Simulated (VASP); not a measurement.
Consider the following.

```
CELL_PARAMETERS angstrom
      5.78582    -1.85662    -0.00639
      5.78582     1.85662    -0.00639
     -0.80520     0.00000     4.79954
ATOMIC_POSITIONS crystal
  Co 0.00000 0.00000 0.00000
  Co 0.00000 0.00000 0.50000
  Co 0.80355 0.80355 0.67365
  Co 0.19645 0.19645 0.32635
  Ge 0.81630 0.81630 0.18089
  Ge 0.18370 0.18370 0.81911
  Ge 0.56985 0.56985 0.28159
  Ge 0.43015 0.43015 0.71841
```

The numbers are results of r2SCAN meta-GGA, VASP's PBE PAW potentials (set 64) (plane waves; VASP), not measurements. Run with 400 eV cut-off, 10×10×7 Γ-centred mesh, tetrahedra with Blöchl corrections, potentials Co Ge_d.

The cores are frozen, which limits the accuracy of field gradients.

**Question.** Give the principal components of the electric field gradient (V/Å²) and the asymmetry η at each nucleus.

**Answer.** 
| atom | Vxx | Vyy | Vzz | η |
|---|---|---|---|---|
| Co1 | 20.2 | 4.4 | -24.7 | 0.64 |
| Co2 | 15.4 | 6.7 | -22.1 | 0.40 |
| Co3 | -10.0 | -9.5 | 19.5 | 0.03 |
| Co4 | -10.0 | -9.5 | 19.5 | 0.03 |
| Ge5 | 75.1 | 8.3 | -83.4 | 0.80 |
| Ge6 | 75.1 | 8.3 | -83.4 | 0.80 |
| Ge7 | 96.2 | 61.9 | -158.2 | 0.22 |
| Ge8 | 96.2 | 61.9 | -158.2 | 0.22 |

The structure comes from a computed database's CoGe entry (C2/m); how it stands against other phases isn't given here. It was relaxed first. The run is not spin-polarised, so no magnetic state was tried.
